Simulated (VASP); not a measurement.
A VASP calculation is set up with these files.

### KPOINTS
```
Automatic mesh
0
Gamma
7 7 7
0 0 0
```

**INCAR**
```
! general
SYSTEM   =  CrB
PREC     =  Accurate
ENCUT    =  400
LREAL    =  .False.
LASPH    =  .True.

! electronic loop
EDIFF    =  1E-6
NELM     =  100
ALGO     =  Normal
LMAXMIX  =  4

! smearing
ISMEAR   =  0
SIGMA    =  0.05

! ions
ISIF     =  2

! output
LWAVE    =  .False.
LCHARG   =  .False.
```

### POSCAR
```
CrB
8.0666040
 -0.1797832148   0.1797832148   0.9671380918
  0.1797832148  -0.1797832148   0.9671380918
  0.1797832148   0.1797832148  -0.9671380918
Cr B
4 4
Cart
 -0.0000000000   0.0000000000   0.3821549456
  0.0000000000   0.1797832148   0.8657239915
  0.0000000000   0.1797832148   0.1014141003
 -0.0000000000   0.0000000000   1.5521212380
  0.0000000000  -0.0000000000   0.6620447094
  0.1797832148   0.0000000000   0.1784756635
  0.1797832148  -0.0000000000   0.7886624284
 -0.0000000000   0.0000000000   1.2722314743
```

POTCAR, in this order: Cr_pv B (LDA.64 set). Program: vasp_std.

Task: Translate this LDA calculation to Ansatz.

Result: One equivalent input (not run):
Ansatz 0.2 input:
```yaml
crystal:
  lattice:
    - [-1.4502400, 1.4502400, 7.8015200]
    - [1.4502400, -1.4502400, 7.8015200]
    - [1.4502400, 1.4502400, -7.8015200]
  atoms:
    - { symbol: Cr, position: [0.1975700, 0.1975700, 0.0000000] }
    - { symbol: Cr, position: [0.9475700, 0.4475700, 0.5000000] }
    - { symbol: Cr, position: [0.5524300, 0.0524300, 0.5000000] }
    - { symbol: Cr, position: [0.8024300, 0.8024300, 0.0000000] }
    - { symbol: B, position: [0.3422700, 0.3422700, 0.0000000] }
    - { symbol: B, position: [0.0922700, 0.5922700, 0.5000000] }
    - { symbol: B, position: [0.4077300, 0.9077300, 0.5000000] }
    - { symbol: B, position: [0.6577300, 0.6577300, 0.0000000] }
kpoints:
  mp_grid: { grid: [7, 7, 7] }
hamiltonian:
  xc: lda
  pseudopotentials: { kind: paw }
scf:
  occupations: { method: gaussian, width: 0.05 }
  max_iter: 100
output: { forces: true, stress: true, eigenvalues: true }
```
What does not carry over: each code has its own PAW files, so the cut-off isn't converted (ENCUT is set for VASP's; basis.ecutwfc is left out, and Ansatz then takes the one that its files recommend); Ansatz stops its SCF on the density residual and VASP on the energy change (EDIFF); Ansatz's lda is the Perdew-Wang form, while the LDA potentials of VASP carry Perdew-Zunger's.

The structure comes from a computed database's CrB entry; how it stands against other phases isn't given here. The cell was not relaxed at this level. The k-mesh is coarse (spacing up to 0.44 per Å, 2π included), so the numbers may not be converged in it. The run is one of a series of settings (GGA removed, POTCAR Cr_pv B (LDA.64 set) against the base run), some of them coarse on purpose.
